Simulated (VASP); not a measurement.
Given:

```
CELL_PARAMETERS angstrom
      0.00000     3.19102     3.19102
      3.19102     0.00000     3.19102
      3.19102     3.19102     0.00000
ATOMIC_POSITIONS crystal
  K  0.00000 0.00000 0.00000
  Cl 0.50000 0.50000 0.50000
```

Method: HSEsol screened hybrid, VASP's PBE PAW potentials (set 64) (plane waves; VASP). Settings: 520 eV cut-off, 6×6×6 Γ-centred mesh, Gaussian smearing of 0.050 eV, potentials K_sv Cl.

Question: Predict the energy per atom (σ→0), pressure, band gap (over the mesh, the named points and PBE's band edges) with the smallest direct gap where there is one.

Answer: 
- band gap (over the mesh, the named points and PBE's band edges): 6.24 eV
- smallest direct gap (over the mesh, the named points and PBE's band edges): 6.24 eV
- energy per atom (σ→0): -4.022 eV/atom
- pressure: -1.04 GPa

The absolute energy has meaning only against runs of the same code, potentials and settings.

The compound is KCl in the rock salt structure. It was relaxed first.
